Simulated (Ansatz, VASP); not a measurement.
# Two plane-wave programs on HfHF3

```
Hf H F
1.0
     4.09929    0.00000    0.00000
     0.00000    4.09929    0.00000
     0.00000    0.00000    4.09929
Hf H F
1 1 3
Direct
  0.00000 0.00000 0.00000
  0.50000 0.50000 0.50000
  0.50000 0.00000 0.00000
  0.00000 0.50000 0.00000
  0.00000 0.00000 0.50000
```

Change from the starting cell: species swapped into the MgAgF3 type (Pm-3m, No. 221).

Alike in both runs: functional PBE; k mesh 10 × 10 × 10; occupations gaussian, width 0.1 eV; no spin polarisation.

Ansatz relaxed the structure, and its values are those at the end. VASP's run is a single point on that final structure, the one shown.

```csv
,VASP,Ansatz
version,VASP 6.6.1,Ansatz 0.2.0
potentials or method,"VASP PAW PBE potentials, release 64 (Hf_pv, H, F)","scalar-relativistic, plane waves, PAW"
plane-wave cutoff (eV),520,420
valence electrons in the cell,32,48
```

|  | VASP | Ansatz | Ansatz less VASP |
| --- | --- | --- | --- |
| gap on the k mesh at the Fermi level (eV) | none | none | - |
| pressure (GPa) | -2.1 | 0.0 | +2.07 |

A gap of «none» marks a metal or a gap that the smearing closes. The two sets of potentials don't hold the same shells in valence.

Spin-orbit coupling is left out, which matters for the levels of Hf.
